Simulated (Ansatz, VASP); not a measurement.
**Hf11Ti19O60 (amorphous 37HfO2-63TiO2 (mol %)) in two plane-wave programs**

Wanted: the spread between two codes on one cell, functional and k mesh. The structure shown is the start of the Ansatz relaxation below; VASP solves that cell, so the two are compared at the walk's first step.

Main program and level: Ansatz 0.2.0; plane waves, with VASP 6.6.1 beside it; single point at PBEsol.

## 1. Set-up

The cell holds 90 atoms: 11 Hf, 19 Ti and 60 O. Its edges and angles: a = 10.556 Å, b = 10.556 Å, c = 10.556 Å, α = 90.0°, β = 90.0°, γ = 90.0°. As first built, before any earlier steps moved the atoms (in the runner's words): 90 atoms (11 Zr, 19 Ti, 60 O) placed at random at 4.16 g/cm^3, melted at 5000 K for 10 ps at fixed volume with the Morse and Coulomb pair potential with partial charges (Pedone, Malavasi, Menziani, Cormack and Segre, J. Phys. Chem. B 110, 11780 (2006)). Quenched from 5000 K to 300 K at 200 K/ps and fixed volume, held 10 ps at zero pressure, then minimised at fixed cell. Then Zr was replaced by Hf and the cell scaled by 1.008 (the potential has no terms for the new elements, so the cell is a start for a DFT relaxation).

## 2. Ansatz: relaxation, PBEsol

Ansatz runs on its default PAW (the set named soft_2) files.

The two programs are compared at the cell with which this relaxation starts, whose forces are those of its first step.

Input file input.yaml:

```yaml
crystal:
  lattice:
    - [10.55605, 0.0, 0.0]
    - [0.0, 10.55605, 0.0]
    - [0.0, 0.0, 10.55605]
  atoms:
    - { symbol: Hf, position: [0.84228, 0.28704, 0.45938] }
    - { symbol: Hf, position: [0.09362, 0.2097, 0.65067] }
    - { symbol: Hf, position: [0.23985, 0.33914, 0.15207] }
    - { symbol: Hf, position: [0.86799, 0.94935, 0.60693] }
    - { symbol: Hf, position: [0.97936, 0.11544, 0.15379] }
    - { symbol: Hf, position: [0.91969, 0.4, 0.95366] }
    - { symbol: Hf, position: [0.07503, 0.77602, 0.68858] }
    - { symbol: Hf, position: [0.29655, 0.64065, 0.25031] }
    - { symbol: Hf, position: [0.3275, 0.98557, 0.14796] }
    - { symbol: Hf, position: [0.72589, 0.61856, 0.67518] }
    - { symbol: Hf, position: [0.74521, 0.06937, 0.93487] }
    - { symbol: Ti, position: [0.59422, 0.32017, 0.05727] }
    - { symbol: Ti, position: [0.60045, 0.72486, 0.35652] }
    - { symbol: Ti, position: [0.54368, 0.41332, 0.35242] }
    - { symbol: Ti, position: [0.59017, 0.06266, 0.60657] }
    - { symbol: Ti, position: [0.6995, 0.76223, 0.08545] }
    - { symbol: Ti, position: [0.09251, 0.9965, 0.89498] }
    - { symbol: Ti, position: [0.41325, 0.40086, 0.64748] }
    - { symbol: Ti, position: [0.37552, 0.14977, 0.86964] }
    - { symbol: Ti, position: [0.15084, 0.47578, 0.76659] }
    - { symbol: Ti, position: [0.31537, 0.08738, 0.40913] }
    - { symbol: Ti, position: [0.02315, 0.69123, 0.02117] }
    - { symbol: Ti, position: [0.09351, 0.51056, 0.45124] }
    - { symbol: Ti, position: [0.41198, 0.73644, 0.60827] }
    - { symbol: Ti, position: [0.09281, 0.84527, 0.3519] }
    - { symbol: Ti, position: [0.83224, 0.49922, 0.23708] }
    - { symbol: Ti, position: [0.65958, 0.03589, 0.27479] }
    - { symbol: Ti, position: [0.42475, 0.57357, 0.95227] }
    - { symbol: Ti, position: [0.49418, 0.86647, 0.86852] }
    - { symbol: Ti, position: [0.71199, 0.35145, 0.73544] }
    - { symbol: O, position: [0.31652, 0.52153, 0.09205] }
    - { symbol: O, position: [0.91984, 0.13978, 0.57216] }
    - { symbol: O, position: [0.48408, 0.57807, 0.31597] }
    - { symbol: O, position: [0.45902, 0.07404, 0.49455] }
    - { symbol: O, position: [0.2353, 0.36006, 0.65485] }
    - { symbol: O, position: [0.26893, 0.17361, 0.2607] }
    - { symbol: O, position: [0.78739, 0.26338, 0.86777] }
    - { symbol: O, position: [0.06016, 0.56157, 0.89615] }
    - { symbol: O, position: [0.3862, 0.98934, 0.95687] }
    - { symbol: O, position: [0.49482, 0.04982, 0.22969] }
    - { symbol: O, position: [0.77074, 0.07734, 0.13727] }
    - { symbol: O, position: [0.58297, 0.46617, 0.69474] }
    - { symbol: O, position: [0.01252, 0.85232, 0.50616] }
    - { symbol: O, position: [0.94219, 0.06324, 0.95903] }
    - { symbol: O, position: [0.7173, 0.41592, 0.35118] }
    - { symbol: O, position: [0.46772, 0.78571, 0.45437] }
    - { symbol: O, position: [0.0349, 0.34021, 0.7952] }
    - { symbol: O, position: [0.09535, 0.58303, 0.63366] }
    - { symbol: O, position: [0.7582, 0.37739, 0.09503] }
    - { symbol: O, position: [0.80406, 0.42575, 0.60528] }
    - { symbol: O, position: [0.50763, 0.34048, 0.20345] }
    - { symbol: O, position: [0.55991, 0.74217, 0.71553] }
    - { symbol: O, position: [0.37719, 0.57122, 0.59133] }
    - { symbol: O, position: [0.26594, 0.80814, 0.65491] }
    - { symbol: O, position: [0.49513, 0.99268, 0.7422] }
    - { symbol: O, position: [0.19882, 0.11395, 0.52215] }
    - { symbol: O, position: [0.45956, 0.35511, 0.4828] }
    - { symbol: O, position: [0.66031, 0.85848, 0.24875] }
    - { symbol: O, position: [0.58016, 0.17253, 0.97235] }
    - { symbol: O, position: [0.66921, 0.21709, 0.63323] }
    - { symbol: O, position: [0.94245, 0.53687, 0.10213] }
    - { symbol: O, position: [0.70471, 0.16425, 0.37391] }
    - { symbol: O, position: [0.30806, 0.50293, 0.83356] }
    - { symbol: O, position: [0.0351, 0.35512, 0.51109] }
    - { symbol: O, position: [0.12596, 0.72524, 0.1597] }
    - { symbol: O, position: [0.0572, 0.29351, 0.06898] }
    - { symbol: O, position: [0.38508, 0.79692, 0.17309] }
    - { symbol: O, position: [0.57693, 0.66473, 0.01478] }
    - { symbol: O, position: [0.93844, 0.25081, 0.28936] }
    - { symbol: O, position: [0.6869, 0.66148, 0.48784] }
    - { symbol: O, position: [0.20213, 0.11622, 0.81308] }
    - { symbol: O, position: [0.24153, 0.94032, 0.33069] }
    - { symbol: O, position: [0.86453, 0.76813, 0.03496] }
    - { symbol: O, position: [0.79334, 0.50854, 0.83375] }
    - { symbol: O, position: [0.43758, 0.25446, 0.7499] }
    - { symbol: O, position: [0.21019, 0.45994, 0.31275] }
    - { symbol: O, position: [0.72355, 0.63644, 0.21987] }
    - { symbol: O, position: [0.32627, 0.24177, 0.00631] }
    - { symbol: O, position: [0.94904, 0.53877, 0.35994] }
    - { symbol: O, position: [0.14869, 0.01999, 0.06665] }
    - { symbol: O, position: [0.98756, 0.95389, 0.26944] }
    - { symbol: O, position: [0.64016, 0.89693, 0.96984] }
    - { symbol: O, position: [0.02641, 0.97042, 0.72989] }
    - { symbol: O, position: [0.52867, 0.43306, 0.95408] }
    - { symbol: O, position: [0.74718, 0.0053, 0.75131] }
    - { symbol: O, position: [0.87145, 0.75634, 0.6896] }
    - { symbol: O, position: [0.69651, 0.9538, 0.51085] }
    - { symbol: O, position: [0.17054, 0.68653, 0.39898] }
    - { symbol: O, position: [0.38552, 0.73544, 0.89071] }
    - { symbol: O, position: [0.08753, 0.81347, 0.89609] }
kpoints:
  mp_grid: { grid: [1, 1, 1] }
hamiltonian:
  xc: pbesol
scf:
  occupations: { method: fermi_dirac, width: 0.05 }
output:
  forces: true
relax:
  f_tol: 0.05
  max_steps: 150
  cell: {}
```

Run with:

```console
ansatz run input.yaml --threads 4 --pin off --max-ram 8192MiB --backend cpu --events-out ev --progress --plain --runs-dir out
```

Numbers of over 12 decimals in the logs are rounded to 6 here.

Output:

```text
Engine: ansatz 0.2.0, x86_64-unknown-linux-gnu
Pseudopotentials: kind: paw
Pseudopotential: Hf, paw, valence charge 26, recommended cutoff 420 eV (normal), Hf.paw.azcp
Pseudopotential: Ti, paw, valence charge 12, recommended cutoff 420 eV (normal), Ti.paw.azcp
Pseudopotential: O, paw, valence charge 6, recommended cutoff 420 eV (normal), O.paw.azcp
Functional definition: PBEsol
  exchange = pbesol_x
  correlation = pbesol_c
Crystal: 90 atoms, lattice volume = 1176.263 Å³
Basis set: ecut = 420 eV, 22983 PW (Γ), exchange–correlation on 144×144×144 points (8 copies of the dense FFT grid, shifted against one another)
Bands: 527, of which v1, the nominal top of the filled ones, is band 437 counted from 1 (436 counted from 0)
Symmetry: 1 space group operations
Space group: P1 (ITA 1), of the structure as read, at distance tolerance 1.1e-4 Å
k-points: 1
Non-local potential: Hf, projectors of the file, l = 0: 3, l = 1: 2, l = 2: 2, l = 3: 3
Non-local potential: Ti, projectors of the file, l = 0: 3, l = 1: 2, l = 2: 3, l = 3: 1
Non-local potential: O, projectors of the file, l = 0: 2, l = 1: 2, l = 2: 1
PAW form: soft (Blöchl's): semilocal exchange-correlation on the pseudo side does not see the compensation charge
PAW frozen core: Hf, regenerated for the run's functional, and the local potential with it (the file was generated under x = pbe(κ = 0.804, μ = 0.219515), c = pbe(β = 0.066725))
PAW frozen core: Ti, regenerated for the run's functional, and the local potential with it (the file was generated under x = pbe(κ = 0.804, μ = 0.219515), c = pbe(β = 0.066725))
PAW frozen core: O, regenerated for the run's functional, and the local potential with it (the file was generated under x = pbe(κ = 0.804, μ = 0.219515), c = pbe(β = 0.066725))
PAW one-centre angular grid: Hf, 590 points (default); XC on 64 Gauss nodes
PAW one-centre angular grid: Ti, 590 points (default); XC on 64 Gauss nodes
PAW one-centre angular grid: O, 110 points (default); XC on 64 Gauss nodes
Initial density: superposition of atomic densities (neutral atoms: chi_scale 0, normalization atom), corrected by the library's trained network
Initial wavefunctions: pseudopotential atomic-orbital guess
Functional: x = pbesol(κ = 0.804, μ = 0.123457), c = pbesol(β = 0.046)
SCF iter   1: F=—  HF=-252355.730799 eV  |F-HF|=—  |Δ(HF+E_count)|=         —  Δρ=1.64e-2  dr2=2.84e0  ethr=1.77e-3  ⟨swp⟩=4.0  Hψ=1820  notcnv=0  defer=22
preconditioner: auto → Resta (q_TF=auto, 2.597 Å⁻¹)  ε∞=7.0  [insulator: Δε(μ)=2.219 eV  Ē_g=11.164 eV  σ=0.050 eV  W_gap=1.00  n_scr=364 (ndim 8)  ℏωp=27.3 eV  f_vac=0.112  D(μ)=0.00/eV (n_scr^D=0)  ε∞_Penn≈7.0]
SCF iter   2: F=—  HF=-252355.220104 eV  |F-HF|=—  |Δ(HF+E_count)|=   5.11e-1  Δρ=7.00e-3  dr2=5.85e-1  ethr=3.25e-4  ⟨swp⟩=2.0  Hψ=910  notcnv=0  defer=70
SCF iter   3: F=—  HF=-252355.129110 eV  |F-HF|=—  |Δ(HF+E_count)|=   9.10e-2  Δρ=2.29e-3  dr2=7.08e-2  ethr=6.70e-5  ⟨swp⟩=3.0  Hψ=740  notcnv=0  defer=70
SCF iter   4: F=—  HF=-252355.121654 eV  |F-HF|=—  |Δ(HF+E_count)|=   7.46e-3  Δρ=1.03e-3  dr2=1.45e-2  ethr=8.10e-6  ⟨swp⟩=2.0  Hψ=719  notcnv=0  defer=70
SCF iter   5: F=—  HF=-252355.121323 eV  |F-HF|=—  |Δ(HF+E_count)|=   3.31e-4  Δρ=5.48e-4  dr2=4.72e-3  ethr=1.66e-6  ⟨swp⟩=2.0  Hψ=823  notcnv=0  defer=70
SCF iter   6: F=—  HF=-252355.121081 eV  |F-HF|=—  |Δ(HF+E_count)|=   2.42e-4  Δρ=1.98e-4  dr2=6.05e-4  ethr=5.41e-7  ⟨swp⟩=2.0  Hψ=822  notcnv=0  defer=70
SCF iter   7: F=—  HF=-252355.121155 eV  |F-HF|=—  |Δ(HF+E_count)|=   7.31e-5  Δρ=1.17e-4  dr2=1.87e-4  ethr=6.92e-8  ⟨swp⟩=2.0  Hψ=870  notcnv=0  defer=70
SCF iter   8: F=—  HF=-252355.121211 eV  |F-HF|=—  |Δ(HF+E_count)|=   5.68e-5  Δρ=5.30e-5  dr2=3.94e-5  ethr=2.14e-8  ⟨swp⟩=2.0  Hψ=736  notcnv=0  defer=70
SCF iter   9: F=—  HF=-252355.123772 eV  |F-HF|=—  |Δ(HF+E_count)|=   2.56e-3  Δρ=2.50e-5  dr2=9.05e-6  ethr=4.51e-9  ⟨swp⟩=2.0  Hψ=964  notcnv=0  defer=70
SCF iter  10: F=—  HF=-252355.123775 eV  |F-HF|=—  |Δ(HF+E_count)|=   2.22e-6  Δρ=1.18e-5  dr2=2.31e-6  ethr=1.04e-9  ⟨swp⟩=2.0  Hψ=820  notcnv=0  defer=70
SCF iter  11: F=—  HF=-252355.123776 eV  |F-HF|=—  |Δ(HF+E_count)|=   1.19e-6  Δρ=9.85e-6  dr2=1.35e-6  ethr=2.64e-10  ⟨swp⟩=2.0  Hψ=894  notcnv=0  defer=70
SCF iter  12: F=—  HF=-252355.123776 eV  |F-HF|=—  |Δ(HF+E_count)|=   9.55e-8  Δρ=3.30e-6  dr2=1.79e-7  ethr=1.54e-10  ⟨swp⟩=2.0  Hψ=736  notcnv=0  defer=70
SCF iter  13: F=-252355.123776 eV  HF=-252355.123776 eV  |F-HF|=3.54e-8  |Δ(HF+E_count)|=   9.77e-8  Δρ=2.54e-6  dr2=8.82e-8  ethr=1.14e-11  ⟨swp⟩=4.0  Hψ=1540  notcnv=0
SCF 1 converged in 13 iterations: F = -252355.123776 eV  dr2 = 8.82e-8
  greatest PAW one-centre occupation: 0.999 electrons in one spin orbital (limit 2), on the Ti atom at site 19 (counted from 0), in its partial waves of l = 0
[...]
atom  77  O      0.01182947    -0.01203430     0.00604697
  atom  78  O      0.00120354     0.00089176    -0.01129794
  atom  79  O      0.00228683     0.00431237     0.00367198
  atom  80  O      0.00405196    -0.00558231     0.00092098
  atom  81  O      0.00667017    -0.00558867     0.01010229
  atom  82  O      0.00058823    -0.00614051    -0.00898200
  atom  83  O     -0.01584257     0.00266104    -0.01605343
  atom  84  O      0.00280186     0.00903053    -0.00040553
  atom  85  O      0.00196118     0.00831227     0.00498869
  atom  86  O     -0.00551958     0.00049670     0.00147592
  atom  87  O      0.01363004    -0.00975812     0.00183763
  atom  88  O      0.00163161     0.00121881     0.00216646
  atom  89  O     -0.00242633    -0.00453315     0.00301389
  atom  90  O     -0.00426771    -0.00409659    -0.00402963
  max |Σ_I F_I| component: 6.09e-6 eV/Å
--- Stress (GPa, compression-positive) ---
       -0.029949       0.003557       0.001760
        0.003557      -0.025180      -0.002552
        0.001760      -0.002552      -0.004614
  P = ⅓ Tr σ = -0.0199 GPa (-0.199 kbar)
--- Relaxed structure (62 steps of the walk, 52 accepted, 2 SCFs on fresh bases) ---
  F+E_penalty+E_count = -252362.73088829 eV   max|allowed force component| = 2.508e-2 eV/Å   (the final SCF, on the basis selected at the relaxed cell)
  cell:  # Å, volume = 1067.0253 Å³
    - [10.309857, -0.198104, 0.068759]
    - [-0.198104, 9.751950, -0.068674]
    - [0.068759, -0.068674, 10.617884]
  atoms:
    - { symbol: Hf, position: [0.847320, 0.277787, 0.452313] }
    - { symbol: Hf, position: [0.088046, 0.183795, 0.646479] }
    - { symbol: Hf, position: [0.272208, 0.361919, 0.149053] }
    - { symbol: Hf, position: [0.826118, 0.965232, 0.650322] }
    - { symbol: Hf, position: [1.015047, 0.134684, 0.163019] }
    - { symbol: Hf, position: [0.908388, 0.395801, 0.908347] }
    - { symbol: Hf, position: [0.041625, 0.754426, 0.713943] }
    - { symbol: Hf, position: [0.286866, 0.700100, 0.246811] }
    - { symbol: Hf, position: [0.359313, 1.020728, 0.125483] }
    - { symbol: Hf, position: [0.708636, 0.599199, 0.674437] }
    - { symbol: Hf, position: [0.759535, 0.091763, 0.963656] }
    - { symbol: Ti, position: [0.564839, 0.303667, 0.057301] }
    - { symbol: Ti, position: [0.584106, 0.763105, 0.426346] }
    - { symbol: Ti, position: [0.561281, 0.476500, 0.333214] }
    - { symbol: Ti, position: [0.543384, 0.015353, 0.584777] }
    - { symbol: Ti, position: [0.691062, 0.747917, 0.113091] }
    - { symbol: Ti, position: [0.102333, 1.014853, 0.902773] }
    - { symbol: Ti, position: [0.416331, 0.403075, 0.624007] }
    - { symbol: Ti, position: [0.406244, 0.134592, 0.847694] }
    - { symbol: Ti, position: [0.170053, 0.474430, 0.743195] }
    - { symbol: Ti, position: [0.309819, 0.095591, 0.399030] }
    - { symbol: Ti, position: [0.011483, 0.687960, 0.020492] }
    - { symbol: Ti, position: [0.087091, 0.518738, 0.429895] }
    - { symbol: Ti, position: [0.379171, 0.762510, 0.680579] }
    - { symbol: Ti, position: [0.099714, 0.897631, 0.423767] }
    - { symbol: Ti, position: [0.840805, 0.452481, 0.220305] }
    - { symbol: Ti, position: [0.678519, 0.036696, 0.247962] }
    - { symbol: Ti, position: [0.415309, 0.584948, 0.950344] }
    - { symbol: Ti, position: [0.559734, 0.854848, 0.882617] }
    - { symbol: Ti, position: [0.670216, 0.293300, 0.731243] }
    - { symbol: O, position: [0.326149, 0.560363, 0.098119] }
    - { symbol: O, position: [0.918211, 0.129917, 0.563320] }
    - { symbol: O, position: [0.464664, 0.647343, 0.330698] }
    - { symbol: O, position: [0.470661, 0.106255, 0.457645] }
    - { symbol: O, position: [0.241883, 0.331663, 0.636603] }
    - { symbol: O, position: [0.271224, 0.188746, 0.256823] }
    - { symbol: O, position: [0.815641, 0.228068, 0.819686] }
    - { symbol: O, position: [0.042170, 0.579436, 0.855675] }
    - { symbol: O, position: [0.426869, 0.982846, 0.949087] }
    - { symbol: O, position: [0.538178, 0.118778, 0.177370] }
    - { symbol: O, position: [0.822657, 0.064015, 0.150026] }
    - { symbol: O, position: [0.561185, 0.457074, 0.717999] }
    - { symbol: O, position: [-0.019269, 0.859689, 0.543835] }
    - { symbol: O, position: [0.963289, 0.105638, 0.971523] }
    - { symbol: O, position: [0.711728, 0.379736, 0.339531] }
    - { symbol: O, position: [0.451096, 0.835303, 0.523242] }
    - { symbol: O, position: [0.048080, 0.330410, 0.781428] }
    - { symbol: O, position: [0.086090, 0.580644, 0.613975] }
    - { symbol: O, position: [0.753285, 0.307974, 0.055063] }
    - { symbol: O, position: [0.761999, 0.383346, 0.597054] }
    - { symbol: O, position: [0.480304, 0.381765, 0.206461] }
    - { symbol: O, position: [0.581126, 0.735642, 0.731418] }
    - { symbol: O, position: [0.342488, 0.578310, 0.643962] }
    - { symbol: O, position: [0.221049, 0.825872, 0.666870] }
[...]
- { symbol: O, position: [0.00807526, 1.004232, 0.743890] }
    - { symbol: O, position: [0.530696, 0.445486, 0.968064] }
    - { symbol: O, position: [0.723907, -0.048273, 0.820663] }
    - { symbol: O, position: [0.845746, 0.750192, 0.706165] }
    - { symbol: O, position: [0.683164, 0.896967, 0.530785] }
    - { symbol: O, position: [0.152992, 0.716942, 0.396229] }
    - { symbol: O, position: [0.381893, 0.742666, 0.860131] }
    - { symbol: O, position: [0.073112, 0.826260, 0.899651] }
```

In the SCF lines HF is the Harris–Foulkes energy and dr2 the Hartree energy of the density residual, in eV; the loop may stop once dr2 is under the threshold and the program's other checks hold. Hψ counts applications of the Hamiltonian.

(Part 1 of 2 ends here.)

[Lines on the potential files, build, host, timing and source positions are cut from VASP's logs without a mark.]

[Logs are printed without paths, hosts, clocks, repeated set-up lines and the standing remarks that a program may print on its own settings, such as how far it seeks lower states.]

[Hosts, paths, dates, database ids (printed as entryN), source tags and the programs' standing remarks are cut or masked in the printed files.]
